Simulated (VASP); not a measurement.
Consider the following.

```
Bi2Te3
1.0
   10.18176    -2.18958    -0.00721
   10.18176     2.18958    -0.00721
    9.71356     0.00000     3.75624
Bi Te
2 3
Direct
  0.39972   0.39972   0.39972
  0.60028   0.60028   0.60028
  0.00000   0.00000   0.00000
  0.20995   0.20995   0.20995
  0.79005   0.79005   0.79005
```

Computed with PBEsol GGA, VASP's PBE PAW potentials (set 64) (plane waves; VASP). Settings: 500 eV cut-off, 6×6×6 Γ-centred mesh, Gaussian smearing of 0.050 eV, potentials Bi_d Te.

Without a dispersion term in the relaxation, distances and binding between the weakly bound layers, chains or molecules are unreliable, and so is what depends on them. Unless said otherwise, spin-orbit coupling is left out, though it shifts the bands of the heavy elements here.

Q: Estimate the energy per atom (σ→0), band gap (on the k-mesh) with the smallest direct gap where there is one.

A: 
| Item | Result |
|---|---|
| band gap (on the k-mesh) | 0.21 eV |
| smallest direct gap (on the k-mesh) | 0.21 eV |
| energy per atom (σ→0) | -4.059 eV/atom |

The absolute energy has meaning only against runs of the same code, potentials and settings.

The compound is Bi2Te3 in the tetradymite structure. It was relaxed first.
